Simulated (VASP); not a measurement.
ClSnIH2, in a box:

```
Cl Sn I H
1.0
    13.00000    0.00000    0.00000
     0.00000   12.00000    0.00000
     0.00000    0.00000   13.00000
Cl Sn I H
1 1 1 2
Cartesian
  4.7724 6.7576 6.8894
  6.7926 5.9989 6.0300
  8.2536 5.1089 8.0733
  6.4321 4.7026 4.9947
  7.5661 7.3394 5.3321
```

Base run:

```yaml
Program: VASP 6.6.1
Functional: PBE
Dispersion: TS
Potentials_or_basis: VASP PAW PBE potentials, release 64 (Cl, Sn_d, I, H)
Cutoff: 520 eV
k_mesh: 1 × 1 × 1
Occupations: gaussian, width 0.01 eV
Spin: no spin polarisation
```

Its results: gap between the frontier levels 4.08 eV; largest force 0.392 eV/Å.

Q: After a change of settings the same cell gave: gap between the frontier levels 6.06 eV; largest force 0.055 eV/Å. Which change was it?
A. dispersion from TS to none; further incar settings from ALGO = Normal; EDIFF = 1e-07 to ALGO = Normal; EDIFF = 1e-07; NBANDS = 23
B. dispersion from TS to none; further incar settings from ALGO = Normal; EDIFF = 1e-07 to ALGO = Normal; EDIFF = 1e-06
C. functional from PBE to PBE0; further incar settings from ALGO = Normal; EDIFF = 1e-07 to ALGO = Normal; EDIFF = 1e-06

A: C.

Caveats: spin-orbit coupling is left out, which moves the levels of the heavy elements; the PAW data sets were made with another functional, which shifts forces and pressure a little (some runs).
